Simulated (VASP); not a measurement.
# KMgH3: single point with LDA

The system is KMgH3.

```
CELL_PARAMETERS angstrom
4.02500 0.12578 0.00000
0.12578 4.02500 0.00000
0.00000 0.00000 4.02500
ATOMIC_POSITIONS crystal
K 0.00000 0.00000 0.00000
Mg 0.50000 0.50000 0.50000
H 0.00000 0.50000 0.50000
H 0.50000 0.00000 0.50000
H 0.50000 0.50000 0.00000
```

The cell isn't the ideal one: strain +0.0625 x Voigt [0, 0, 0, 0, 0, 1], atoms carried along.

```
Program                : VASP 6.6.1
Task                   : single point
Functional             : LDA
Potentials or basis    : VASP PAW LDA potentials, release 64 (K_sv, Mg, H)
Cutoff                 : 520 eV
k mesh                 : 8 × 8 × 8
Occupations            : gaussian, width 0.05 eV
Spin                   : no spin polarisation
Dipole correction      : no
Further INCAR settings : ALGO = Normal; EDIFF = 1e-07; NBANDS = 15
```

```
Pressure               : -3.1 GPa
Band gap on the k mesh : 2.02 eV, indirect (least direct gap 3.99 eV)
```

Stress tensor (GPa, compression positive):
```
-3.09 -2.28  0.00
-2.28 -3.09  0.00
 0.00  0.00 -3.18
```

Levels at points of the mesh, in eV from the valence-band top:
| k point | band 4 | band 5 | band 6 | band 7 | band 8 | band 9 | band 10 | band 11 |
| --- | --- | --- | --- | --- | --- | --- | --- | --- |
| (0.00, 0.00, 0.00) | -12.43 | -5.66 | -0.53 | -0.49 | 5.46 | 5.47 | 5.50 | 7.63 |
| (0.50, 0.00, 0.00) | -12.42 | -3.95 | -2.90 | -0.03 | 4.90 | 5.02 | 5.62 | 7.32 |
| (0.50, 0.50, 0.00) | -12.40 | -3.06 | -2.23 | -1.79 | 3.22 | 6.00 | 6.49 | 6.62 |
| (0.00, 0.00, 0.50) | -12.41 | -3.96 | -2.91 | 0.00 | 4.87 | 5.21 | 5.53 | 7.18 |
| (0.50, 0.00, 0.50) | -12.40 | -3.04 | -2.02 | -2.02 | 3.24 | 5.73 | 6.56 | 6.85 |
| (0.50, 0.50, 0.50) | -12.59 | -2.38 | -2.20 | -1.98 | 2.02 | 5.07 | 5.36 | 5.64 |

Wall time 40 s on 1 thread of Intel(R) Xeon(R) 6975P-C (Granite Rapids), on a shared host, peak memory 0.22 GiB.

A k mesh can miss the band edges.
